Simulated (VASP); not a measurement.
Method: LDA (Ceperley-Alder, Perdew-Zunger), VASP's LDA PAW potentials (set 64) (plane waves; VASP).

The input files of a VASP run:

### KPOINTS
```
Regular mesh
0
Gamma
 14 14 7
```

### INCAR
```
! general
SYSTEM =Zn
PREC   =Accurate
ENCUT  =400
LREAL  =.FALSE.
LASPH  =.TRUE.

! electronic loop
EDIFF  =1E-8
NELM   =100
ALGO   =Normal
LMAXMIX=4

! smearing
ISMEAR =1
SIGMA  =0.1

! ions
IBRION =1
NSW    =30
ISIF   =2
EDIFFG =-0.001

! output
LWAVE  =.FALSE.
LCHARG =.FALSE.
```

File POSCAR:
```
Zn
1.0
  1.3007335243  -2.2529369474   0.0000000000
  1.3007335243   2.2529369474   0.0000000000
  0.0000000000   0.0000000000   4.5789777820
Zn
2
Direct
  0.3333330000   0.6666670000   0.2500000000
  0.6666670000   0.3333330000   0.7500000000
```

POTCAR, in this order: Zn (LDA.64 set). Program: vasp_std.

Problem. Estimate the energy per atom (σ→0), band gap (on the k-mesh).

Solution. 
```
Quantity                                                     Value
------------------------  ----------------------------------------
energy per atom (σ→0)                               -1.877 eV/atom
band gap (on the k-mesh)  none (metal, semimetal or under 0.01 eV)
```

### OSZICAR
```
...
DAV:   6    -0.378581992367E+01    0.29496E+00   -0.13091E+00  3136   0.268E+01    0.375E+00
DAV:   7    -0.376326019420E+01    0.22560E-01   -0.49013E-02  3880   0.427E+00    0.188E+00
DAV:   8    -0.375319954743E+01    0.10061E-01   -0.29466E-03  4448   0.854E-01    0.512E-02
DAV:   9    -0.375316038524E+01    0.39162E-04   -0.24229E-04  4160   0.219E-01    0.268E-02
DAV:  10    -0.375316316145E+01   -0.27762E-05   -0.16178E-05  3632   0.411E-02    0.227E-03
DAV:  11    -0.375316318337E+01   -0.21918E-07   -0.72291E-07  3744   0.124E-02    0.185E-03
DAV:  12    -0.375316318185E+01    0.15134E-08   -0.57087E-09  2712   0.118E-03
   1 F= -.37531632E+01 E0= -.37531345E+01  d E =-.375316E+01
```

The compound is Zn in the hcp structure. It was relaxed first, which changed the volume by -12 %. The start is the result of an earlier pass.
